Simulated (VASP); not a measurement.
Input:

```xyz
5
Lattice="3.8156 0.0000 0.0000 0.0000 3.8156 0.0000 0.0000 0.0000 3.8156" Properties=species:S:1:pos:R:3 pbc="T T T"
Sr     0.0000     0.0000     0.0000
V      1.9078     1.9078     1.9078
O      1.9078     0.0000     1.9078
O      0.0000     1.9078     1.9078
O      1.9078     1.9078     0.0000
```

Calculation: PBEsol GGA, VASP's PBE PAW potentials (set 64) (plane waves; VASP). Numerical set-up: 620 eV cut-off, 8×8×8 Γ-centred mesh, first-order Methfessel-Paxton smearing of 0.10 eV, potentials Sr_sv V_sv O.

Energy and stress use the plane-wave basis of the starting cell.

Task: The ions, cell shape and volume at an external pressure of 5.0 GPa are relaxed. Which structure does the run end with?

Result: 
```xyz
5
Lattice="3.7839 0.0000 0.0000 0.0000 3.7839 0.0000 0.0000 0.0000 3.7839" Properties=species:S:1:pos:R:3 pbc="T T T"
Sr     0.0000     0.0000     0.0000
V      1.8919     1.8919     1.8919
O      1.8919     0.0000     1.8919
O      0.0000     1.8919     1.8919
O      1.8919     1.8919     0.0000
```
Space group Pm-3m (221), at a tolerance of 0.03 Å.

Task: How do energy and volume change from the first to the last step?

Result: The energy (σ→0) changes by +3.9 meV/atom and the volume by -2.5 %, in 3 ionic steps.

| step | E(σ→0) (eV) | max force (eV/Å) | pressure (GPa) | volume (Å³) |
|---|---|---|---|---|
| 1 | -41.3918 | 0.000 | -0.26 | 55.55 |
| 2 | -41.2947 | 0.000 | 11.65 | 52.67 |
| 3 | -41.3721 | 0.000 | 4.98 | 54.18 |

The compound is SrVO3 in the cubic perovskite structure. This run relaxes it under an external pressure of 5 GPa. Symmetry was kept, so distortions that lower it aren't found. The run is not spin-polarised, so no magnetic state was tried. The electron count is odd and the run is not spin-polarised, which forces a metal.
